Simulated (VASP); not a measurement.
Consider the following.

```yaml
crystal:
  lattice:
    - [0.00000, 2.10422, 2.10422]
    - [2.10422, 0.00000, 2.10422]
    - [2.10422, 2.10422, 0.00000]
  atoms:
    - { symbol: Nb, position: [0.00000, 0.00000, 0.00000] }
```

Computed with r2SCAN meta-GGA, VASP's PBE PAW potentials (set 64) (plane waves; VASP). Settings: 400 eV cut-off, 17×17×17 Γ-centred mesh, tetrahedra with Blöchl corrections, potentials Nb_sv.

**Question.** Give the energies of bands 5 to 9 at the high-symmetry points, in eV from the Fermi level.

**Answer.** 
| band | Γ | X | U | L | W |
|---|---|---|---|---|---|
| 5 | -6.60 | -4.27 | -3.26 | -4.07 | -2.80 |
| 6 | 0.14 | -3.56 | -2.40 | 0.00 | -1.23 |
| 7 | 0.14 | 3.68 | 0.53 | 0.00 | -1.23 |
| 8 | 0.14 | 5.01 | 3.03 | 1.28 | 2.11 |
| 9 | 2.99 | 5.48 | 4.58 | 4.95 | 5.49 |

It has no gap at this level: it comes out as a metal or semimetal.

The structure comes from a measured Nb entry (Fm-3m) of the Crystallography Open Database, whose conditions weren't checked. It was relaxed first.
